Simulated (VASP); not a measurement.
A run of VASP 6.6.1 is set up as follows.

The input INCAR:

```
PREC = Accurate
ENCUT = 400
EDIFF = 1E-6
ISMEAR = 0
SIGMA = 0.01
LREAL = False
LASPH = True
NELM = 80
ALGO = Fast
ISIF = 2
LWAVE = False
LCHARG = False
GGA = PE
ISYM = 0
```

KPOINTS

```
regular mesh
0
Gamma
  1 1 1
```

The input POSCAR:

```
BCl3                                    
1.0
   13.1339316568      0.0000000000      0.0000000000
    0.0000000000     13.6339316568      0.0000000000
    0.0000000000      0.0000000000     14.1339316568
  B               Cl            
     1     3
Selective dynamics
Direct
     0.4999793355000008    0.5036805274000002    0.5000060168000005   F   F   F
     0.4216764074724997    0.4137117358809244    0.4510135277351889   T   T   T
     0.5352266512386342    0.4966434625254252    0.6187786544083967   T   T   T
     0.5431107163491294    0.6006375049005450    0.4302017308917007   T   T   T
```

Potentials or basis: VASP PAW PBE potentials, release 64 (B, Cl).

Run with:

```console
$ cat potpaw_PBE.64/B/POTCAR potpaw_PBE.64/Cl/POTCAR > POTCAR
$ mpirun -np 1 vasp_gam > vasp.out
```

Estimate the gap between the frontier levels.

4.98 eV.

Predict the largest force.

0.017 eV/Å.

Forces in eV/Å, atoms in the order of the input:
```
B    0.002 -0.002  0.000
Cl  -0.011 -0.011 -0.007
Cl   0.003  0.000  0.017
Cl   0.005  0.013 -0.009
```
